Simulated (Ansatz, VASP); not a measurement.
This is a calculation of RuSe for VASP 6.6.1. The cell comes from a database or a generator and needn't be the stable form of this composition.

File INCAR:

```
SYSTEM = RuSe
ALGO     = Normal         ! electronic algorithm
EDIFF    = 1E-6           ! SCF threshold, eV
ENCUT    = 520            ! plane-wave cutoff, eV
GGA      = PE             ! functional
ISIF     = 2              ! what is computed and relaxed
ISMEAR   = 0              ! smearing method
ISPIN    = 2              ! spin polarisation
LASPH    = .TRUE.         ! aspherical terms in the spheres
LCHARG   = .FALSE.        ! write CHGCAR
LMAXMIX  = 4              ! l up to which the mixer works
LORBIT   = 11             ! projections on sites
LREAL    = .FALSE.        ! projectors in reciprocal space
LWAVE    = .FALSE.        ! write WAVECAR
MAGMOM   = -0.91 0        ! initial moments
NELM     = 100            ! most SCF steps
PREC     = Accurate       ! precision mode
SIGMA    = 0.05           ! smearing width, eV
```

File KPOINTS:

```
k-points
0
G
  6 6 6
  0 0 0
```

The input POSCAR:

```
RuSe
1.0
    0.0000000000      2.9063344000      2.9063344000
    2.9063344000      0.0000000000      2.9063344000
    2.9063344000      2.9063344000      0.0000000000
Ru Se
1 1
Direct
    0.0000000000      0.0000000000      0.0000000000
    0.2500000000      0.2500000000      0.2500000000
```

Potentials or basis: VASP PAW PBE potentials, release 64 (Ru_pv, Se).

Run with:

```console
$ cat potpaw_PBE.64/Ru_pv/POTCAR potpaw_PBE.64/Se/POTCAR > POTCAR
$ mpirun -np 1 vasp_std > vasp.out
```

Problem. Translate it to Ansatz 0.2.0. Potentials or basis there: Ansatz PAW, cutoff 420 eV.

Solution. As run (cutoffs and basis follow the program's own potentials, and thresholds, step limits or extra output files can differ):

Contents of input.yaml:

```yaml
crystal:
  lattice:
    - [0.0, 2.9063344, 2.9063344]
    - [2.9063344, 0.0, 2.9063344]
    - [2.9063344, 2.9063344, 0.0]
  atoms:
    - { symbol: Ru, position: [0.0, 0.0, 0.0], spin: -0.91 }
    - { symbol: Se, position: [0.25, 0.25, 0.25] }
hamiltonian:
  xc: pbe
  pseudopotentials: { kind: paw }
magnetization:
  spin_polarized: true
kpoints:
  mp_grid: { grid: [6, 6, 6] }
scf:
  occupations: { method: gaussian, width: 0.05 }
output:
  forces: true
  stress: true
  eigenvalues: true
  write_density: true
  write_potential: true
  elf: true
  volumetric_format: npy
```

Potentials or basis: Ansatz PAW.

Command:

```sh
$ ansatz run input.yaml --threads 2 --pin off --max-ram 5632MiB --backend cpu --events-out ev --progress --plain --runs-dir out
```

Both were run:

|  | VASP | Ansatz |
| --- | --- | --- |
| Pressure | -12.7 GPa | -12.7 GPa |
| Net moment | 0.00 μB per cell | 0.00 μB per cell |

Ansatz's pressure holds a Pulay term of +0.02 GPa for its cutoff of 420 eV, which the other run lacks.

The potentials hold 20 and 32 valence electrons a cell.

Where Ansatz's input types no cutoff or centring, it takes its own default and a Γ-centred mesh.

The magnetic state is the one that the start led to; the real crystal's order can differ.

The cell lies far from this level's equilibrium.

Pressure is positive in compression.
